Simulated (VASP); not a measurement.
An input for Quantum ESPRESSO's pw.x (written as the equivalent of a VASP run, and not itself run):

```
&CONTROL
  calculation = 'relax'
  pseudo_dir = './pseudo'
  outdir = './out'
  tprnfor = .true.
  tstress = .true.
  nstep = 30
  forc_conv_thr = 3.9e-05
/
&SYSTEM
  ibrav = 0
  nat = 2
  ntyp = 2
  ecutwfc = 84
  occupations = 'smearing'
  smearing = 'gaussian'
  degauss = 0.003675
  input_dft = 'pz'
/
&ELECTRONS
  conv_thr = 7.3e-10
  electron_maxstep = 100
/
&IONS
/
ATOMIC_SPECIES
  Al 26.982 Al.upf
  N 14.007 N.upf
CELL_PARAMETERS angstrom
    -0.0000000    2.1733520    2.1733520
     2.1733520    0.0000000    2.1733520
     2.1733520    2.1733520    0.0000000
ATOMIC_POSITIONS crystal
  Al   0.0000000  0.0000000  0.0000000
  N    0.7500000  0.7500000  0.7500000
K_POINTS automatic
  9 9 9 0 0 0
```

### Question
Write the VASP files for the same calculation (LDA).

### Answer
This is not unique; one that fits is 
### POSCAR
```
AlN
1.0
  0.0000000000   2.1733520296   2.1733520296
  2.1733520296   0.0000000000   2.1733520296
  2.1733520296   2.1733520296   0.0000000000
Al N
1 1
Cart
  0.0000000000   0.0000000000   0.0000000000
  3.2600280444   3.2600280444   3.2600280444
```

### INCAR
```
# general
SYSTEM  =  AlN
PREC    =  Accurate
ENCUT   =  520
LREAL   =  .FALSE.
LASPH   =  .TRUE.

# electronic loop
EDIFF   =  1E-8
NELM    =  100
ALGO    =  Normal

# smearing
ISMEAR  =  0
SIGMA   =  0.05

# ions
IBRION  =  1
NSW     =  30
ISIF    =  2
EDIFFG  =  -0.001

# output
LWAVE   =  .FALSE.
LCHARG  =  .FALSE.
```

File KPOINTS:
```
kpoints
0
G
 9 9 9
0 0 0
```

POTCAR, in this order: Al N (LDA.64 set). Program: vasp_std.

The two are equivalent in intent, not identical: the potentials are each code's own (VASP's PAW set, PseudoDojo norm-conserving files in pw.x), so ENCUT and ecutwfc are chosen apart and not converted; conv_thr bounds pw.x's estimated SCF error, while EDIFF bounds the energy change between steps; forc_conv_thr acts on force components and is met together with etot_conv_thr.

The structure comes from a computed database's AlN entry (F-43m); how it stands against other phases isn't given here. It was relaxed first. The start is the result of an earlier pass.
